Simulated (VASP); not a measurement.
Input of a VASP 6.6.1 run:

The input INCAR:

```
SYSTEM = C
PREC = Accurate ; ENCUT = 520
EDIFF = 1E-7 ; ISMEAR = 0
SIGMA = 0.02 ; LREAL = .False.
LASPH = .True. ; NELM = 4
ALGO = Fast ; ISIF = 3
LWAVE = .False. ; LCHARG = .False.
GGA = PE ; IVDW = 12
IBRION = 2 ; NSW = 80
EDIFFG = -0.002
```

The input KPOINTS:

```
regular mesh
0
Gamma
  15 15 6
  0 0 0
```

The input POSCAR:

```
C                                       
1.0
    2.4664154748      0.0000000000      0.0000000000
   -1.2332077374      2.1359784557      0.0000000000
    0.0000000000     -0.0000000000      6.7243323490
  C             
     4
Direct
     0.0000000000000000    0.0000000000000000    0.7500000000000000
     0.0000000000000000    0.0000000000000000    0.2500000000000000
     0.3333333300000021    0.6666666699999979    0.7500000000000000
     0.6666666699999979    0.3333333300000021    0.2500000000000000
```

Potentials or basis: VASP PAW PBE potentials, release 64 (C).

Run with:

```bash
$ cat potpaw_PBE.64/C/POTCAR > POTCAR
$ mpirun -np 1 vasp_std > vasp.out
```

Question: What does it give for the dispersion energy per atom?

Answer: -0.156 eV.

Question: What does it give for the space group after relaxing (to 0.05 Å)?

Answer: P6_3/mmc (No. 194).

Step by step:
```
step  energy change (eV)  largest force (eV/Å)  pressure (GPa)  volume (Å³)
   1              0.0000                0.0000           71.88        35.43
   2              3.6483                0.0000          -24.21        57.44
   3              3.4739                0.0000          -26.18        56.27
   4              3.1147                0.0000          -23.55        52.85
   5              2.5342                0.0000          -15.50        43.87
   6              2.4008                0.0000           -8.48        39.58
   7              2.3645                0.0000           -4.18        37.49
   8              2.3546                0.0000           -2.11        36.45
   9              2.3520                0.0000           -1.08        35.94
  10              2.3513                0.0000           -0.56        35.68
  11              2.3511                0.0000           -0.30        35.55
  12              2.3510                0.0000           -0.17        35.49
  13              2.3510                0.0000           -0.10        35.46
  14              2.3510                0.0000           -0.07        35.44
  15              2.3510                0.0000           -0.05        35.43
  16              2.3510                0.0000           -0.04        35.43
  17              2.3510                0.0000           -0.04        35.43
  18              2.3510                0.0000           -0.04        35.43
  19              2.3510                0.0000           -0.04        35.43
  20              2.3510                0.0000            0.04        35.42
  21              2.3510                0.0000            0.00        35.42
```
